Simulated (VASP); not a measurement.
Input for VASP

File POSCAR:
```
SrO
1
    3.9081780601    -0.0000000000    -0.0000000000
   -1.9540890301     3.3845817378    -0.0000000000
   -0.0000000000     0.0000000000     4.7695569350
Sr O
2 2
Direct
  0.3333330000   0.6666670000   0.9375019100
  0.6666670000   0.3333330000   0.4375019100
  0.3333330000   0.6666670000   0.4374980900
  0.6666670000   0.3333330000   0.9374980900
```

INCAR:
```
# general
SYSTEM   =  SrO
PREC     =  Accurate
ENCUT    =  620
LREAL    =  .FALSE.
LASPH    =  .TRUE.

# electronic loop
EDIFF    =  1E-6
NELM     =  100   # most electronic steps
ALGO     =  Normal   # blocked Davidson
LMAXMIX  =  4   # l cut-off of mixed one-centre charges

# smearing
ISMEAR   =  0   # Gaussian
SIGMA    =  0.05

# functional
GGA      =  PS   # PBEsol

# ions
IBRION   =  2   # conjugate gradients
NSW      =  40   # most ionic steps
ISIF     =  3
EDIFFG   =  -0.02   # ionic stop
PSTRESS  =  300

# output
LWAVE    =  .FALSE.
LCHARG   =  .FALSE.
```

File KPOINTS:
```
Automatic mesh
0
Gamma
7 7 5
0 0 0
```

POTCAR, in this order: Sr_sv O (PBE.64 set). Program: vasp_std.

Q: Translate this PBEsol calculation to Ansatz.

A: One equivalent input (not run):
Ansatz 0.2 input:
```yaml
crystal:
  lattice:
    - [3.9081781, 0.0000000, 0.0000000]
    - [-1.9540890, 3.3845817, 0.0000000]
    - [0.0000000, 0.0000000, 4.7695569]
  atoms:
    - { symbol: Sr, position: [0.3333330, 0.6666670, 0.9375019] }
    - { symbol: Sr, position: [0.6666670, 0.3333330, 0.4375019] }
    - { symbol: O, position: [0.3333330, 0.6666670, 0.4374981] }
    - { symbol: O, position: [0.6666670, 0.3333330, 0.9374981] }
kpoints:
  mp_grid: { grid: [7, 7, 5] }
hamiltonian:
  xc: pbesol
  pseudopotentials: { kind: paw }
scf:
  occupations: { method: gaussian, width: 0.05 }
  max_iter: 100
relax:
  max_steps: 40
  f_tol: 0.02
  cell: { p_target: 30 }
output: { forces: true, stress: true, eigenvalues: true }
```
Limits of the translation: each code has its own PAW files, so the cut-off isn't converted (ENCUT is set for VASP's; basis.ecutwfc is left out, and Ansatz then takes the one that its files recommend); Ansatz stops its SCF on the density residual and VASP on the energy change (EDIFF).

The structure was generated: SrO was put into the wurtzite type (P6_3mc), which need not be its known phase. It was relaxed first under an external pressure of 30 GPa. The relaxed cell has space group P6_3/mmc.
